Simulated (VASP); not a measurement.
Here is the system:

```
CuI
1.0
    0.00000     2.96851     2.96851
    2.96851     0.00000     2.96851
    2.96851     2.96851     0.00000
Cu I
1 1
Direct
  0.00000   0.00000   0.00000
  0.25000   0.25000   0.25000
```

Calculation: PBEsol GGA, VASP's PBE PAW potentials (set 64) (plane waves; VASP). Numerical set-up: 400 eV cut-off, 11×11×11 Γ-centred mesh, Gaussian smearing of 0.010 eV, potentials Cu I.

The dielectric response may not be converged in the k-mesh; for small gaps it tends to come out too large.

**Question.** The job: CuI (zinc blende), 2 atoms, PBEsol, DFPT for ε, Born charges and Γ modes, 400 eV, 11×11×11 Γ-centred mesh. Roughly how much core time does it take on a busy server core?

**Answer.** About 30 core-minutes (one run on a shared machine, a rough figure). It had 56 irreducible k-points, 13 bands, up to 963 plane waves and 183 electronic steps.

The compound is CuI in the zinc blende structure. It was relaxed first, which changed the volume by -5 %.
